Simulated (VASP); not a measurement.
An input for Quantum ESPRESSO's pw.x (written as the equivalent of a VASP run, and not itself run):

```
&CONTROL
  calculation = 'scf'
  pseudo_dir = './pseudo'
  outdir = './out'
  tprnfor = .true.
  tstress = .true.
/
&SYSTEM
  ibrav = 0
  nat = 8
  ntyp = 2
  ecutwfc = 82
  occupations = 'smearing'
  smearing = 'gaussian'
  degauss = 0.0147
  input_dft = 'pbesol'
/
&ELECTRONS
  conv_thr = 7.3e-08
  electron_maxstep = 100
/
ATOMIC_SPECIES
  Al 26.982 Al.upf
  Pd 106.420 Pd.upf
CELL_PARAMETERS angstrom
     4.7577690    0.0000000    0.0000000
     0.0000000    4.7577690    0.0000000
     0.0000000    0.0000000    4.7577690
ATOMIC_POSITIONS crystal
  Al   0.8444500  0.8444500  0.8444500
  Al   0.6555500  0.1555500  0.3444500
  Al   0.3444500  0.6555500  0.1555500
  Al   0.1555500  0.3444500  0.6555500
  Pd   0.1482300  0.1482300  0.1482300
  Pd   0.3517700  0.8517700  0.6482300
  Pd   0.6482300  0.3517700  0.8517700
  Pd   0.8517700  0.6482300  0.3517700
K_POINTS automatic
  7 7 7 0 0 0
```

Question: Write the VASP files for the same calculation (PBEsol).

Answer: Several could match; the one computed here: 
KPOINTS:
```
K-points
0
G
  7 7 7
0 0 0
```

**INCAR**
```
ISMEAR = 0
GGA = PS
PREC = Accurate
LCHARG = .FALSE.
SIGMA = 0.2   # width (eV)
ISIF = 2   # forces and stress, cell fixed
LMAXMIX = 4   # l cut-off of mixed one-centre charges
LASPH = .TRUE.   # aspherical one-centre terms
LWAVE = .FALSE.
NELM = 100   # most electronic steps
SYSTEM = AlPd
ALGO = Normal   # blocked Davidson
EDIFF = 1E-6   # SCF stop (eV)
LREAL = .FALSE.   # projection in real space or not
ENCUT = 300   # plane-wave cut-off (eV)
```

File POSCAR:
```
AlPd
1
    4.7577690000     0.0000000000     0.0000000000
    0.0000000000     4.7577690000     0.0000000000
    0.0000000000     0.0000000000     4.7577690000
Al Pd
4 4
Direct
  0.8444500000   0.8444500000   0.8444500000
  0.6555500000   0.1555500000   0.3444500000
  0.3444500000   0.6555500000   0.1555500000
  0.1555500000   0.3444500000   0.6555500000
  0.1482300000   0.1482300000   0.1482300000
  0.3517700000   0.8517700000   0.6482300000
  0.6482300000   0.3517700000   0.8517700000
  0.8517700000   0.6482300000   0.3517700000
```

POTCAR, in this order: Al Pd (PBE.64 set). Program: vasp_std.

The two are equivalent in intent, not identical: the potentials are each code's own (VASP's PAW set, PseudoDojo norm-conserving files in pw.x), so ENCUT and ecutwfc are chosen apart and not converted; conv_thr bounds pw.x's estimated SCF error, while EDIFF bounds the energy change between steps.

The structure comes from a computed database's AlPd entry (P2_13); how it stands against other phases isn't given here. The cell was not relaxed at this level. The run is one of a series of settings (KPOINTS 7×7×7 Γ-centred mesh against the base run), some of them coarse on purpose.
